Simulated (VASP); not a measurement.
All values below come from RPBE GGA, VASP's PBE PAW potentials (set 64) (plane waves; VASP 6.6.1).

The input files of a VASP run:

### POSCAR
```
MoSi2
1
   -1.6149791398     1.6149791398     3.9514959176
    1.6149791398    -1.6149791398     3.9514959176
    1.6149791398     1.6149791398    -3.9514959176
Si Mo
2 1
Direct
  0.6649941620   0.6649941620   0.0000000000
  0.3350058380   0.3350058380   0.0000000000
  0.0000000000   0.0000000000   0.0000000000
```

KPOINTS:
```
Automatic mesh
0
Gamma
12 12 12
0 0 0
```

INCAR:
```
! general
SYSTEM  = MoSi2
PREC    = Accurate
ENCUT   = 520
LREAL   = F
LASPH   = T

! electronic loop
EDIFF   = 1E-6
NELM    = 100
ALGO    = Normal
LMAXMIX = 4

! smearing
ISMEAR  = 1
SIGMA   = 0.1

! functional
GGA     = RP

! ions
IBRION  = 2
NSW     = 60
ISIF    = 3
EDIFFG  = -0.02

! output
LWAVE   = F
LCHARG  = F
```

POTCAR, in this order: Si Mo_sv (PBE.64 set). Program: vasp_std.

### Question
Estimate the energy per atom (σ→0), band gap (on the k-mesh).

### Answer

* **energy per atom (σ→0)**: -7.360 eV/atom
* **band gap (on the k-mesh)**: none (metal, semimetal or under 0.01 eV)

OSZICAR:
```
...
DAV:   7    -0.221150671375E+02    0.13127E+00   -0.11897E+00  5501   0.686E+00    0.433E+00
DAV:   8    -0.220809583200E+02    0.34109E-01   -0.12636E-01  5821   0.303E+00    0.444E-01
DAV:   9    -0.220804348274E+02    0.52349E-03   -0.23174E-03  6031   0.455E-01    0.272E-01
DAV:  10    -0.220804448582E+02   -0.10031E-04   -0.81780E-04  5919   0.268E-01    0.653E-02
DAV:  11    -0.220804234511E+02    0.21407E-04   -0.34795E-04  5814   0.148E-01    0.426E-02
DAV:  12    -0.220804175827E+02    0.58684E-05   -0.31274E-05  5494   0.410E-02    0.109E-02
DAV:  13    -0.220804169840E+02    0.59874E-06   -0.12704E-06  3762   0.739E-03
   1 F= -.22080417E+02 E0= -.22080244E+02  d E =-.220804E+02
```

The compound is MoSi2 in the MoSi2 type structure. It was relaxed first. The start is the result of an earlier pass.
